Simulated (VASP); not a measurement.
Input:

```
CELL_PARAMETERS angstrom
      0.00000     3.21374     3.21374
      3.21374     0.00000     3.21374
      3.21374     3.21374     0.00000
ATOMIC_POSITIONS crystal
  Ba 0.00000 0.00000 0.00000
  S  0.50000 0.50000 0.50000
```

Calculation: MS2 meta-GGA, VASP's PBE PAW potentials (set 64) (plane waves; VASP 6.6.1). Numerical set-up: 520 eV cut-off, 8×8×8 Γ-centred mesh, tetrahedra with Blöchl corrections, potentials Ba_sv S.

Unless said otherwise, spin-orbit coupling is left out, though it shifts the bands of the heavy elements here.

Give the energies of bands 6 to 11 at the high-symmetry points, in eV from the valence-band maximum.

```json
[
 {"band": "6", "Γ": "0.00", "X": "-0.55", "U": "-0.90", "L": "-1.84", "W": "-1.05"},
 {"band": "7", "Γ": "0.00", "X": "-0.15", "U": "-0.58", "L": "-1.02", "W": "-0.49"},
 {"band": "8", "Γ": "0.00", "X": "-0.15", "U": "-0.55", "L": "-1.02", "W": "-0.49"},
 {"band": "9", "Γ": "4.10", "X": "2.44", "U": "3.61", "L": "5.82", "W": "4.60"},
 {"band": "10", "Γ": "4.25", "X": "6.48", "U": "6.26", "L": "5.98", "W": "4.60"},
 {"band": "11", "Γ": "4.25", "X": "6.64", "U": "7.09", "L": "6.64", "W": "6.87"}
]
```

The gap is indirect, 2.44 eV, from the valence maximum at Γ to the conduction minimum at X.

The compound is BaS in the rock salt structure. It was relaxed first.
